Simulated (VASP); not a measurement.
OSZICAR of a VASP run on Au3Ir (ordered alloy cell):

File OSZICAR:
```
       N       E                     dE             d eps       ncg     rms          rms(c)
DAV:   1     0.276335591174E+03    0.27634E+03   -0.18249E+04 10760   0.133E+03
DAV:   2    -0.114634938501E+02   -0.28780E+03   -0.27935E+03 11423   0.347E+02
DAV:   3    -0.221060015158E+02   -0.10643E+02   -0.10337E+02 12485   0.649E+01
DAV:   4    -0.223358226324E+02   -0.22982E+00   -0.22886E+00 11513   0.972E+00
DAV:   5    -0.223407545859E+02   -0.49320E-02   -0.49372E-02 12416   0.147E+00    0.224E+01
DAV:   6    -0.208415142013E+02    0.14992E+01   -0.67962E+00 12992   0.241E+01    0.154E+01
DAV:   7    -0.208501167063E+02   -0.86025E-02   -0.64198E+00 13727   0.213E+01    0.742E+00
DAV:   8    -0.205218070346E+02    0.32831E+00   -0.21908E+00 15060   0.156E+01    0.356E+00
DAV:   9    -0.205139049399E+02    0.79021E-02   -0.67316E-02 10989   0.242E+00    0.972E-01
DAV:  10    -0.205111734851E+02    0.27315E-02   -0.14574E-02 13403   0.123E+00    0.247E-01
DAV:  11    -0.205112639404E+02   -0.90455E-04   -0.88193E-04 12593   0.250E-01    0.838E-02
DAV:  12    -0.205112295934E+02    0.34347E-04   -0.99960E-05 14114   0.105E-01    0.189E-02
DAV:  13    -0.205112260119E+02    0.35816E-05   -0.53834E-06 10958   0.242E-02    0.575E-03
DAV:  14    -0.205112278264E+02   -0.18146E-05   -0.34859E-07  7788   0.726E-03    0.187E-03
DAV:  15    -0.205112279035E+02   -0.77084E-07   -0.31228E-08  5659   0.148E-03
   1 F= -.20511228E+02 E0= -.20511228E+02  d E =0.000000E+00
```

**Question.** Which electronic solver shows in the log?

**Answer.** It is blocked Davidson (ALGO = Normal, or the opening steps of other solvers). The INCAR had ALGO = Normal.

**Question.** Can the final energy be trusted as converged?

**Answer.** The calculation finished and met its thresholds. It stopped with EDIFF = 1E-7, NELM = 100 (PBEsol GGA, plane waves, VASP's PBE PAW potentials (set 64)).

The structure was generated: Au3Ir was put into an ordered model structure (Cmmm), which need not be its known phase. It was relaxed first.
